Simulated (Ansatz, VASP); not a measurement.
# Cross-check of Rb2ScCuF6 between VASP and Ansatz, part 2 of 2

Aim: how closely do two programs agree when they are given the same cell, functional and k mesh? The cell is taken from a series of runs on this material, whose earlier steps may have relaxed, scaled, displaced or heated it; both programs get it as it stands.

VASP 6.6.1 and Ansatz 0.2.0.

So far: The starting structure; VASP: dielectric response, PBE.

## Step 3: Ansatz: dielectric response, PBE

Level of this step: Ansatz beside VASP: Kohn-Sham DFT, plane waves, PBE (Ansatz).

Ansatz runs on its PAW soft_1 files.

The same cell, functional and mesh now go to Ansatz, which takes its cutoff from its data sets.

File input.yaml:

```yaml
crystal:
  lattice:
    - [0.0, 4.3327955954, 4.3327955954]
    - [4.3327955954, 0.0, 4.3327955954]
    - [4.3327955954, 4.3327955954, 0.0]
  atoms:
    - { symbol: Rb, position: [0.75, 0.75, 0.75] }
    - { symbol: Rb, position: [0.25, 0.25, 0.25] }
    - { symbol: Sc, position: [0.0, 0.0, 0.0] }
    - { symbol: Cu, position: [0.5, 0.5, 0.5] }
    - { symbol: F, position: [0.76413725, 0.23586275, 0.23586275] }
    - { symbol: F, position: [0.23586275, 0.23586275, 0.76413725] }
    - { symbol: F, position: [0.23586275, 0.76413725, 0.76413725] }
    - { symbol: F, position: [0.23586275, 0.76413725, 0.23586275] }
    - { symbol: F, position: [0.76413725, 0.23586275, 0.76413725] }
    - { symbol: F, position: [0.76413725, 0.76413725, 0.23586275] }
kpoints:
  mp_grid: { grid: [4, 4, 4] }
hamiltonian:
  xc: pbe
  pseudopotentials: { kind: paw, azcp: { folder: soft_1 } }
scf:
  occupations: { method: fixed }
dielectric: {}
```

Run with:

```
ansatz run input.yaml --threads 2 --pin off --max-ram 92160MiB --backend cuda --events-out ev --progress --plain --runs-dir out --devices 1 --max-vram 13GiB
```

Numbers of over 12 decimals in the logs are rounded to 6 here.

Log:

```text
GPUs: using 1 of 1 available (devices: 1).
Engine: ansatz 0.2.0, x86_64-unknown-linux-gnu
Pseudopotentials: kind: paw
Pseudopotential: Rb, paw, valence charge 9, recommended cutoff 420 eV (normal), soft_1/Rb.paw.azcp
Pseudopotential: Sc, paw, valence charge 11, recommended cutoff 420 eV (normal), soft_1/Sc.paw.azcp
Pseudopotential: Cu, paw, valence charge 19, recommended cutoff 420 eV (normal), soft_1/Cu.paw.azcp
Pseudopotential: F, paw, valence charge 7, recommended cutoff 420 eV (normal), soft_1/F.paw.azcp
Functional definition: PBE
  parameter kappa = 0.804
  parameter beta = 0.066725
  exchange = pbe_x(kappa = kappa, mu = beta*pi^2/3)
  correlation = pbe_c(beta = beta)
device memory: the entry about to start is reckoned to put 2.7 GiB on a device that reports 42.9 GiB free (of which the cap on the GPU budget leaves the run 13.0 GiB)
GPU FFT provider: cuFFT
GPU libraries: cuBLAS 13.8.2, cuFFT 12.4.0, cuSOLVER 12.3.4
Crystal: 10 atoms, lattice volume = 162.680 Å³
Basis set: ecut = 420 eV, 3143 PW (Γ), exchange–correlation on 90×90×90 points (8 copies of the dense FFT grid, shifted against one another)
Bands: 55, of which v1, the nominal top of the filled ones, is band 45 counted from 1 (44 counted from 0)
Symmetry: 48 space group operations
k-points: 13 of 64 (irreducible under 8 space group operations, time reversal used)
Non-local potential: Rb, projectors of the file, l = 0: 3, l = 1: 2, l = 2: 2
Non-local potential: Sc, projectors of the file, l = 0: 3, l = 1: 2, l = 2: 3, l = 3: 1
Non-local potential: Cu, projectors of the file, l = 0: 3, l = 1: 2, l = 2: 3, l = 3: 1
Non-local potential: F, projectors of the file, l = 0: 2, l = 1: 2, l = 2: 1
PAW form: soft (Blöchl's): semilocal exchange-correlation on the pseudo side does not see the compensation charge
PAW one-centre angular grid: Rb, 110 points (default); XC on 64 Gauss nodes
PAW one-centre angular grid: Sc, 590 points (default); XC on 64 Gauss nodes
PAW one-centre angular grid: Cu, 590 points (default); XC on 64 Gauss nodes
PAW one-centre angular grid: F, 110 points (default); XC on 64 Gauss nodes
Initial density: superposition of atomic densities (chi_scale 0.1, normalization cell, long waves kept (reshape's long-wave potential 0.01 eV rms))
Initial wavefunctions: pseudopotential atomic-orbital guess
GPU buffer pool allocated for 91125 grid points (all kernels)
GPU transforms: local potential and band sums: pruned to the plane-wave sphere, on 45×45×45
Functional: x = pbe(κ = 0.804, μ = 0.219515), c = pbe(β = 0.066725)
SCF iter   1: F=—  HF=-20172.325840 eV  |F-HF|=—  |Δ(HF+E_count)|=         —  Δρ=2.03e-1  dr2=5.31e1  ethr=3.10e-3  ⟨swp⟩=4.4  Hψ=2229  notcnv=0  defer=84
preconditioner: auto → Resta (q_TF=auto, 2.472 Å⁻¹)  ε∞=4.8  [insulator: Δε(μ)=3.012 eV  Ē_g=12.452 eV  n_scr=50 (ndim 8)  ℏωp=24.4 eV  f_vac=0.006  ε∞_Penn≈4.8]
SCF iter   2: F=—  HF=-20160.109171 eV  |F-HF|=—  |Δ(HF+E_count)|=    1.22e1  Δρ=7.31e-2  dr2=5.28e0  ethr=3.10e-3  ⟨swp⟩=4.0  Hψ=1880  notcnv=0  defer=78
SCF iter   3: F=—  HF=-20158.366939 eV  |F-HF|=—  |Δ(HF+E_count)|=    1.74e0  Δρ=2.71e-2  dr2=1.68e0  ethr=3.10e-3  ⟨swp⟩=2.2  Hψ=1478  notcnv=0  defer=92
SCF iter   4: F=—  HF=-20158.282782 eV  |F-HF|=—  |Δ(HF+E_count)|=   8.42e-2  Δρ=3.92e-2  dr2=1.30e0  ethr=1.87e-3  ⟨swp⟩=2.2  Hψ=1465  notcnv=0  defer=90
SCF iter   5: F=—  HF=-20158.083957 eV  |F-HF|=—  |Δ(HF+E_count)|=   1.99e-1  Δρ=7.71e-3  dr2=1.05e-1  ethr=1.45e-3  ⟨swp⟩=2.0  Hψ=1468  notcnv=0  defer=79
SCF iter   6: F=—  HF=-20158.128121 eV  |F-HF|=—  |Δ(HF+E_count)|=   4.42e-2  Δρ=4.70e-3  dr2=3.96e-2  ethr=1.16e-4  ⟨swp⟩=2.8  Hψ=1440  notcnv=0  defer=93
SCF iter   7: F=—  HF=-20158.120760 eV  |F-HF|=—  |Δ(HF+E_count)|=   7.36e-3  Δρ=2.60e-3  dr2=8.98e-3  ethr=4.40e-5  ⟨swp⟩=3.0  Hψ=1240  notcnv=0  defer=97
SCF iter   8: F=—  HF=-20158.120589 eV  |F-HF|=—  |Δ(HF+E_count)|=   1.72e-4  Δρ=4.46e-4  dr2=3.01e-4  ethr=9.98e-6  ⟨swp⟩=3.0  Hψ=1232  notcnv=0  defer=97
SCF iter   9: F=—  HF=-20158.120466 eV  |F-HF|=—  |Δ(HF+E_count)|=   1.22e-4  Δρ=3.33e-4  dr2=1.58e-4  ethr=3.35e-7  ⟨swp⟩=2.0  Hψ=950  notcnv=0  defer=89
SCF iter  10: F=—  HF=-20158.120499 eV  |F-HF|=—  |Δ(HF+E_count)|=   3.31e-5  Δρ=1.34e-5  dr2=4.32e-7  ethr=1.76e-7  ⟨swp⟩=2.0  Hψ=968  notcnv=0  defer=92
[...]
SCF iter  12: F=—  HF=-20158.120947 eV  |F-HF|=—  |Δ(HF+E_count)|=   1.88e-8  Δρ=1.03e-6  dr2=1.68e-9  ethr=2.99e-11  ⟨swp⟩=2.7  Hψ=984  notcnv=0  defer=75
SCF iter  13: F=—  HF=-20158.120947 eV  |F-HF|=—  |Δ(HF+E_count)|=  8.62e-10  Δρ=3.97e-7  dr2=1.91e-10  ethr=1.86e-12  ⟨swp⟩=2.0  Hψ=1017  notcnv=0  defer=75
SCF iter  14: F=-20158.120947 eV  HF=-20158.120947 eV  |F-HF|=2.55e-11  |Δ(HF+E_count)|=  2.11e-10  Δρ=1.23e-7  dr2=1.76e-11  ethr=1.00e-12  ⟨swp⟩=10.6  Hψ=2660  notcnv=0
SCF 1 converged in 14 iterations: F = -20158.120947 eV  dr2 = 1.76e-11
  greatest PAW one-centre occupation: 1.000 electrons in one spin orbital (limit 2), on the Cu atom at site 3 (counted from 0), in its partial waves of l = 0
the response reads at least the filled bands of the reference SCF and the lowest empty band at each k-point, and that SCF's band table does not vouch for those bands. The notice of the band table in this run's record says why
[...]
DFPT response loops at Γ: preconditioner auto → Resta (q_TF=auto, 2.472 Å⁻¹)  ε∞=6.4 (no band partly filled); β = 1.00, the filter's whole step (`scf.mixing.beta` (0.50) is not read by the response loops at its default; to damp them type it under 1.00, their step now; it binds the ground state too); Broyden in place of MSR1
── the response to a field inside a basis, on 4×4×4 k-points: an SCF that follows is theirs, and a resumed run solves both again ──
device memory: the entry about to start is reckoned to put 0.4 GiB on a device that reports 40.7 GiB free (of which the cap on the GPU budget leaves the run 13.0 GiB)
GPU FFT provider: cuFFT
GPU libraries: cuBLAS 13.8.2, cuFFT 12.4.0, cuSOLVER 12.3.4
Bands: 46, of which v1, the nominal top of the filled ones, is band 45 counted from 1 (44 counted from 0)
k-points: 10 of 64 (irreducible under 12 space group operations)
Initial density: handed on by an earlier stage of this run
Initial wavefunctions: pseudopotential atomic-orbital guess (no wavefunctions were taken with the density)
GPU buffer pool allocated for 91125 grid points (all kernels)
GPU transforms: band sums: pruned to the plane-wave sphere, on 45×45×45
Eigensolver: Dense (10 Hₖ)
SCF iter   1: F=—  HF=-20157.867128 eV  |F-HF|=—  |Δ(HF+E_count)|=         —  Δρ=4.08e-4  dr2=7.77e-5  ethr=1.00e-1
preconditioner: auto → Resta (q_TF=auto, 2.472 Å⁻¹)  ε∞=5.7  [insulator: Δε(μ)=1.645 eV  Ē_g=11.233 eV  n_scr=50 (ndim 8)  ℏωp=24.4 eV  f_vac=0.073  ε∞_Penn≈5.7]
SCF iter   2: F=—  HF=-20157.867195 eV  |F-HF|=—  |Δ(HF+E_count)|=   6.77e-5  Δρ=4.42e-4  dr2=1.46e-4  ethr=8.63e-8
SCF iter   3: F=—  HF=-20157.867220 eV  |F-HF|=—  |Δ(HF+E_count)|=   2.46e-5  Δρ=1.65e-4  dr2=2.32e-5  ethr=8.63e-8
SCF iter   4: F=—  HF=-20157.867209 eV  |F-HF|=—  |Δ(HF+E_count)|=   1.06e-5  Δρ=3.82e-5  dr2=9.51e-7  ethr=2.57e-8
SCF iter   5: F=—  HF=-20157.867210 eV  |F-HF|=—  |Δ(HF+E_count)|=   1.01e-6  Δρ=1.97e-5  dr2=5.21e-7  ethr=1.06e-9
SCF iter   6: F=—  HF=-20157.867211 eV  |F-HF|=—  |Δ(HF+E_count)|=   4.45e-7  Δρ=7.11e-6  dr2=4.50e-8  ethr=5.79e-10
SCF iter   7: F=-20157.867211 eV  HF=-20157.867211 eV  |F-HF|=3.66e-9  |Δ(HF+E_count)|=   5.81e-8  Δρ=2.33e-6  dr2=5.39e-9  ethr=5.00e-11
SCF 1 converged in 7 iterations: F = -20157.867211 eV  dr2 = 5.39e-9
device memory: the entry about to start is reckoned to put 0.1 GiB on a device that reports 43.7 GiB free (of which the cap on the GPU budget leaves the run 12.9 GiB)
device memory: the entry about to start is reckoned to put 2.1 GiB on a device that reports 43.5 GiB free (of which the cap on the GPU budget leaves the run 12.7 GiB)
DFPT response loops at Γ: preconditioner auto → Resta (q_TF=auto, 2.472 Å⁻¹)  ε∞=6.0 (no band partly filled); β = 1.00, the filter's whole step (`scf.mixing.beta` (0.50) is not read by the response loops at its default; to damp them type it under 1.00, their step now; it binds the ground state too); Broyden in place of MSR1
SCF converged after 14 iterations
Free energy (F): -20158.120947 eV
Harris-Foulkes:  -20158.120947 eV  (|F-HF|=2.55e-11)
Internal energy: -20158.120947 eV  (E = F + TS)
E sigma→0 (E₀):  -20158.120947 eV
Fermi energy:    6.977521 eV
--- Per-component energies (eV) ---
  E_band       = -1012.100208
  E_kinetic    = 2012.897657
  E_local      = -12180.560135  (includes V_loc(G=0)·N_el)
  E_nonlocal   = 1955.146040
  E_hartree    = 4852.690999
  E_xc         = -864.492564
  E_vxc        = -1044.523182  (∫ρ·V_xc dr)
  E_paw        = -9295.808330  (= ΣΔE_a)
  E_vpaw       = -1460.448263  (= ΣTr[D̂ρ^β])
  E_aug_tail   = 0.005352  (compensation charges beyond the density's cutoff)
  E_ewald      = -6637.999965
  E_smearing   = -0.000000  (= −TS)
  E_closure    = -0.000000  (closes the sum)
  Σ components = -20158.120947   (vs F -20158.120947, Δ=0.00e0)
--- Band table (eV; the first three rows and the last of 13) ---
  k-point 0: bands = [... 41 lower, 6.4614, 6.4614, 6.8499, 6.8499, 8.4472, 9.2663, 9.2663, 9.2663, ... 6 higher]
  k-point 1: bands = [... 41 lower, 6.4881, 6.4881, 6.9131, 6.9131, 9.0308, 9.2626, 9.2721, 9.2721, ... 6 higher]
  k-point 2: bands = [... 41 lower, 6.5134, 6.5134, 6.9775, 6.9775, 9.2719, 9.2748, 9.2748, 9.7929, ... 6 higher]
  k-point 12: bands = [... 41 lower, 6.5079, 6.5293, 6.8763, 6.9302, 9.3086, 9.3086, 9.3415, 9.3800, ... 6 higher]
--- Dielectric response (ions clamped): 3 representative field directions + reference, inside a basis on a mesh of 64 k-points (Σ response iterations 18) ---
  ε∞ (high-frequency dielectric tensor):
        2.655897     0.000000    -0.000000
        0.000000     2.655897     0.000000
       -0.000000     0.000000     2.655897
  Born effective charges Z* (e; rows j = field, columns β = displacement):
    site 0:
         1.25250    0.00000    0.00000
         0.00000    1.25250    0.00000
         0.00000   -0.00000    1.25250
    site 1:
         1.25250   -0.00000   -0.00000
         0.00000    1.25250    0.00000
        -0.00000   -0.00000    1.25250
    site 2:
         3.70714   -0.00000    0.00000
         0.00000    3.70714    0.00000
         0.00000    0.00000    3.70714
    site 3:
         1.35642   -0.00000   -0.00000
         0.00000    1.35642    0.00000
         0.00000   -0.00000    1.35642
    site 4:
        -2.02404    0.00000   -0.00000
         0.00000   -0.88012    0.00000
         0.00000   -0.00000   -0.88012
    site 5:
        -0.88012    0.00000    0.00000
        -0.00000   -0.88012    0.00000
        -0.00000    0.00000   -2.02404
    site 6:
        -2.02404    0.00000   -0.00000
         0.00000   -0.88012    0.00000
         0.00000    0.00000   -0.88012
    site 7:
        -0.88012   -0.00000   -0.00000
        -0.00000   -2.02404   -0.00000
        -0.00000   -0.00000   -0.88012
    site 8:
        -0.88012   -0.00000    0.00000
        -0.00000   -2.02404   -0.00000
        -0.00000   -0.00000   -0.88012
    site 9:
        -0.88012    0.00000   -0.00000
        -0.00000   -0.88012    0.00000
         0.00000   -0.00000   -2.02404
  Z* charge neutrality: 2.805e-3 e pre-enforcement
  solved inside a basis spanned on kpoints, on 4×4×4 k-points, its susceptibility summed on 8×8×8: ε∞ is read to err by 5.4e-3, Z* by 2.2e-2 e (field_mesh: kpoints solves on kpoints); Z* is corrected for what the basis lacks
```

Reading the cycles: dr2 is the Hartree energy of the density residual (eV), the measure of convergence; HF is the Harris–Foulkes estimate of the energy, which meets the free energy F at convergence.

## Step 4: Side by side

Known differences besides the potentials themselves: fixed occupations in Ansatz, narrow Gaussian smearing in VASP; VASP's response is taken on the typed mesh, Ansatz refines its own for the field response alone; the data sets hold 90 valence electrons in Ansatz (on its PAW soft_1 files) and 82 in VASP; the cutoff is 420 eV in Ansatz and 520 eV in VASP. Total energies have different zeros and are not compared.

The two programs side by side:

| quantity | Ansatz | VASP | difference |
| --- | --- | --- | --- |
| ε∞ xx | 2.66 | 2.66 | -0.22 % |
| ε∞ yy | 2.66 | 2.66 | -0.22 % |
| ε∞ zz | 2.66 | 2.66 | -0.22 % |
| Born charge of Rb1 (mean of the diagonal) (e) | 1.25 | 1.25 | 0.00 |
| Born charge of Sc3 (mean of the diagonal) (e) | 3.71 | 3.71 | 0.00 |
| Born charge of Cu4 (mean of the diagonal) (e) | 1.36 | 1.35 | +0.01 |
| Born charge of F5 (mean of the diagonal) (e) | -1.26 | -1.26 | 0.00 |

## Step 5: Results

- difference in ε∞ xx (dielectric response, PBE): -0.22 %

**Reading.** The difference in ε∞ xx is -0.22 % (dielectric response, PBE), within the 5 % picked in this series as the mark of a large difference. The data sets hold unlike numbers of valence electrons (90 in Ansatz and 82 in VASP), so part of the differences comes from the potentials. How closely two codes agree says nothing of how well the functional describes the real material.

[Lines on the potential files, build, host, timing and source positions are cut from VASP's logs without a mark.]

[Logs are printed without paths, hosts, clocks, repeated set-up lines and the standing remarks that a program may print on its own settings, such as how far it seeks lower states.]

[Hosts, paths, dates, database ids (printed as entryN), source tags and the programs' standing remarks are cut or masked in the printed files.]
